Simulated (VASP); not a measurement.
ZrB$_{2}$ (AlB2 type): the lattice constant c from VASP (plane waves, PAW) at several levels of theory. Static lattice.  The measured value holds thermal and zero-point effects that the static calculation lacks.

| level | lattice constant c (Å) | error against measurement |
|---|---|---|
| LDA | 3.492 | -1.1 % |
| PBE | 3.543 | +0.3 % |
| PBEsol | 3.509 | -0.7 % |
| RPBE | 3.561 | +0.8 % |
| AM05 | 3.499 | -0.9 % |
| PBE-D3(BJ) | 3.511 | -0.6 % |
| PBE-D4 | 3.498 | -1.0 % |
| optB88-vdW | 3.562 | +0.8 % |
| rev-vdW-DF2 | 3.537 | +0.1 % |
| SCAN | 3.547 | +0.4 % |
| r2SCAN | 3.551 | +0.6 % |

Measured: 3.532 Å (as given by Yanhui Zhang et al., Acta Materialia (2020), arXiv:1911.03307).

The cell of the LDA run:

```yaml
crystal:
  lattice:
    - [1.56745, -2.71490, 0.00000]
    - [1.56745, 2.71490, 0.00000]
    - [0.00000, 0.00000, 3.49223]
  atoms:
    - { symbol: Zr, position: [0.00000, 0.00000, 0.00000] }
    - { symbol: B, position: [0.33333, 0.66667, 0.50000] }
    - { symbol: B, position: [0.66667, 0.33333, 0.50000] }
```

Only levels that ran to the end are used. Left out are those held back, those with too coarse a band path, GW runs whose mesh misses a band edge, hybrids' fits of cells that aren't cubic and levels without matching references; a question may draw on a part of the rest.

The compound is ZrB2 in the AlB2 type structure.
